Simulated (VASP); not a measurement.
These are SCAN meta-GGA, VASP's PBE PAW potentials (set 64) (plane waves; VASP 6.6.1) values and carry that method's errors.

VASP input:

File KPOINTS_OPT:
```
k-points along high-symmetry lines
8
Line-mode
Reciprocal
  0.000000   0.000000   0.000000 ! GAMMA
  0.500000   0.500000   0.500000 ! T

  0.500000   0.500000   0.500000 ! T
  0.760313   0.239687   0.500000 ! H_2

  0.500000  -0.239687   0.239687 ! H_0
  0.500000   0.000000   0.000000 ! L

  0.500000   0.000000   0.000000 ! L
  0.000000   0.000000   0.000000 ! GAMMA

  0.000000   0.000000   0.000000 ! GAMMA
  0.369844  -0.369844   0.000000 ! S_0

  0.630156   0.000000   0.369844 ! S_2
  0.500000   0.000000   0.500000 ! F

  0.500000   0.000000   0.500000 ! F
  0.000000   0.000000   0.000000 ! GAMMA
```

**POSCAR**
```
Sb
1.0
  2.1728004534   1.2544669781   3.6797695420
 -2.1728004534   1.2544669781   3.6797695420
  0.0000000000  -2.5089339562   3.6797695420
Sb
2
Direct
  0.2368030732   0.2368030732   0.2368030732
  0.7631969268   0.7631969268   0.7631969268
```

### KPOINTS
```
Automatic mesh
0
Gamma
12 12 12
0 0 0
```

### INCAR
```
SYSTEM = Sb
PREC = Accurate; ENCUT = 400; LREAL = .False.
LASPH = .True.
EDIFF = 1E-7; NELM = 100; ALGO = Normal
LMAXMIX = 4; LMIXTAU = .True.
ISMEAR = -5
METAGGA = SCAN
ISIF = 2
LWAVE = .False.; LCHARG = .False.; LORBIT = 11
NEDOS = 601
```

POTCAR, in this order: Sb (PBE.64 set). Program: vasp_std.

The run wrote:

**OUTCAR**
```
 ion  position               nearest neighbor table
   1  0.237  0.237  0.237-   2 2.95   2 2.95   2 2.95   2 3.29   2 3.29   2 3.29
   2  0.763  0.763  0.763-   1 2.95   1 2.95   1 2.95   1 3.29   1 3.29   1 3.29
  LATTYP: Found a trigonal (rhomboedric) cell.
 ALAT       =     4.4537010555
 COS(alpha) =     0.5239773921
 Subroutine PRICEL returns:
 Original cell was already a primitive cell.
 Subroutine GETGRP returns: Found 12 space group operations
The static configuration has the point symmetry D_3d.
The dynamic configuration has the point symmetry D_3d.
 Subroutine INISYM returns: Found 12 space group operations
 Subroutine IBZKPT returns following result:
 Found    189 irreducible k-points:

 Following reciprocal coordinates:
            Coordinates               Weight
  0.000000  0.000000  0.000000      1.000000
  0.083333  0.000000 -0.000000      6.000000
  0.166667  0.000000 -0.000000      6.000000
  0.250000  0.000000 -0.000000      6.000000
  0.333333  0.000000 -0.000000      6.000000
  0.416667  0.000000 -0.000000      6.000000
  0.500000  0.000000 -0.000000      3.000000
  0.083333  0.083333 -0.000000      6.000000
  0.166667  0.083333 -0.000000     12.000000
  0.250000  0.083333 -0.000000     12.000000
  0.333333  0.083333 -0.000000     12.000000
  0.416667  0.083333 -0.000000     12.000000
  0.500000  0.083333 -0.000000     12.000000
 -0.416667  0.083333  0.000000     12.000000
 -0.333333  0.083333  0.000000     12.000000
 -0.250000  0.083333  0.000000     12.000000
 -0.166667  0.083333  0.000000     12.000000
 -0.083333  0.083333  0.000000      6.000000
  0.166667  0.166667 -0.000000      6.000000
  0.250000  0.166667 -0.000000     12.000000
  0.333333  0.166667 -0.000000     12.000000
  0.416667  0.166667 -0.000000     12.000000
  0.500000  0.166667 -0.000000     12.000000
...
```

OSZICAR:
```
       N       E                     dE             d eps       ncg     rms          rms(c)
DAV:   1    -0.339650922443E+02   -0.33965E+02   -0.33336E+03  3402   0.734E+02
DAV:   2    -0.740586056763E+02   -0.40094E+02   -0.39548E+02  4898   0.119E+02
DAV:   3    -0.754310647921E+02   -0.13725E+01   -0.13674E+01  4154   0.266E+01
DAV:   4    -0.754421266038E+02   -0.11062E-01   -0.11072E-01  4110   0.274E+00
DAV:   5    -0.754422163414E+02   -0.89738E-04   -0.89935E-04  3988   0.250E-01    0.161E+00
DAV:   6    -0.746631978029E+02    0.77902E+00   -0.36510E-01  3515   0.528E+00    0.123E+00
DAV:   7    -0.740910030468E+02    0.57219E+00   -0.12853E-01  3477   0.449E+00    0.191E-01
DAV:   8    -0.745241873764E+02   -0.43318E+00   -0.38854E-01  3406   0.781E+00    0.243E-01
DAV:   9    -0.745272290003E+02   -0.30416E-02   -0.40586E-03  3978   0.641E-01    0.228E-01
DAV:  10    -0.745265742181E+02    0.65478E-03   -0.20721E-04  3574   0.159E-01    0.218E-01
DAV:  11    -0.745250423310E+02    0.15319E-02   -0.18479E-02  3402   0.172E+00    0.153E-01
DAV:  12    -0.745261877671E+02   -0.11454E-02   -0.24467E-03  3823   0.466E-01    0.149E-01
DAV:  13    -0.745291018639E+02   -0.29141E-02   -0.89500E-03  3404   0.125E+00    0.128E-01
DAV:  14    -0.745274236278E+02    0.16782E-02   -0.33835E-03  3402   0.684E-01    0.831E-02
DAV:  15    -0.745275099033E+02   -0.86275E-04   -0.33453E-03  3402   0.633E-01    0.336E-02
DAV:  16    -0.745277631870E+02   -0.25328E-03   -0.82837E-04  3553   0.337E-01    0.493E-02
DAV:  17    -0.745278222939E+02   -0.59107E-04   -0.92638E-05  3490   0.117E-01    0.423E-02
DAV:  18    -0.745274630506E+02    0.35924E-03   -0.46568E-04  3404   0.263E-01    0.187E-02
DAV:  19    -0.745273759057E+02    0.87145E-04   -0.48412E-05  3607   0.778E-02    0.138E-02
DAV:  20    -0.745273464435E+02    0.29462E-04   -0.13985E-05  3537   0.416E-02    0.121E-02
DAV:  21    -0.745273097157E+02    0.36728E-04   -0.10545E-04  3403   0.120E-01    0.344E-03
DAV:  22    -0.745273083083E+02    0.14074E-05   -0.46942E-05  3471   0.828E-02    0.552E-03
DAV:  23    -0.745273090180E+02   -0.70972E-06   -0.20728E-06  3578   0.158E-02    0.318E-03
DAV:  24    -0.745273081593E+02    0.85873E-06   -0.38154E-07  3456   0.835E-03    0.287E-03
DAV:  25    -0.745273061809E+02    0.19784E-05   -0.62095E-06  3444   0.289E-02    0.750E-04
DAV:  26    -0.745273065957E+02   -0.41483E-06   -0.56709E-07  3522   0.833E-03    0.385E-04
DAV:  27    -0.745273063952E+02    0.20053E-06   -0.74858E-08  1732   0.312E-03    0.201E-04
DAV:  28    -0.745273063114E+02    0.83770E-07   -0.50190E-08  1706   0.275E-03
   1 F= -.74527306E+02 E0= -.74527306E+02  d E =0.000000E+00
       N       E                     dE             ncg
```

OUTCAR:
```
------------------------ aborting loop because EDIFF is reached ----------------------------------------
  FORCE on cell =-STRESS in cart. coord.  units (eV):
  Direction    XX          YY          ZZ          XY          YZ          ZX
  --------------------------------------------------------------------------------------
  Total       -0.0073158     -0.0073158      0.0158155      0.0000000      0.0000000      0.0000000
  in kB       -0.1947685     -0.1947685      0.4210593      0.0000000      0.0000000      0.0000000
  external PRESSURE =       0.0105074 kB  Pullay stress =       0.0000000 kB
  volume of cell :       60.18
      direct lattice vectors                 reciprocal lattice vectors
     2.172800453  1.254466978  3.679769542     0.230117772  0.132858552  0.090585383
    -2.172800453  1.254466978  3.679769542    -0.230117772  0.132858552  0.090585383
     0.000000000 -2.508933956  3.679769542     0.000000000 -0.265717105  0.090585383
 POSITION                                       TOTAL-FORCE (eV/Angst)
 -----------------------------------------------------------------------------------
      0.00000      0.00000      2.61414         0.000000      0.000000      0.025564
      0.00000      0.00000      8.42517         0.000000     -0.000000     -0.025564
 -----------------------------------------------------------------------------------
    total drift:                               -0.000000     -0.000000     -0.000000
  FREE ENERGIE OF THE ION-ELECTRON SYSTEM (eV)
  ---------------------------------------------------
  free  energy   TOTEN  =       -74.5273063114 eV

  energy  without entropy=      -74.5273063114  energy(sigma->0) =      -74.52730631

 total charge

# of ion       s       p       d       tot
------------------------------------------
    1        1.212   1.132   0.034   2.377
    2        1.212   1.132   0.034   2.377
--------------------------------------------------
tot          2.423   2.264   0.068   4.754
```
(Selected blocks of OUTCAR.)

For a metal the tetrahedron method with Blöchl corrections gives inexact stress and forces.

The structure comes from a measured Sb entry (R-3m) of the Crystallography Open Database, whose conditions weren't checked. It was relaxed first.
